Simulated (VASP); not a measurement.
Cost and result of VASP (PAW) for the bulk modulus of Tc (hcp). Static lattice, third-order Birch-Murnaghan fit over five volumes. The cost counts the five points of the equation of state, each on the mesh and cut-off of its row, so the ratios hold those differences too. With PBE it took about 3 core-minutes. Costs are core time on shared hosts, one run each; read them as rough ratios.

Measured: 303 GPa at 0 K (as given by Vázquez-Parga, Fernández-Martínez, Viñes, J. Chem. Theory Comput. (2023), doi:10.1021/acs.jctc.3c00612, Supporting …; zero-point energy and finite temperature contributions removed).

```csv
level,k-mesh,cut-off (eV),bulk modulus (GPa),error (%),cost over PBE
LDA,15×15×9,520,…,…,within a factor of 2
PBEsol,15×15×9,520,326,+7.6,within a factor of 2
PBE,15×15×8,520,301,-0.8,reference
r2SCAN,15×15×8,520,322,+6.2,about 8 times
SCAN,15×15×8,520,…,…,…
```

Task: Some entries are withheld; supply them.

Result: 
- LDA, bulk modulus (GPa): 341
- LDA, error (%): +12.6
- SCAN, bulk modulus (GPa): 331
- SCAN, error (%): +9.3
- SCAN, cost over PBE: about 10 times

Left out are levels that failed, ran on another kind of processor or have no fit band path; at most nine are shown.

The compound is Tc in the hcp structure.
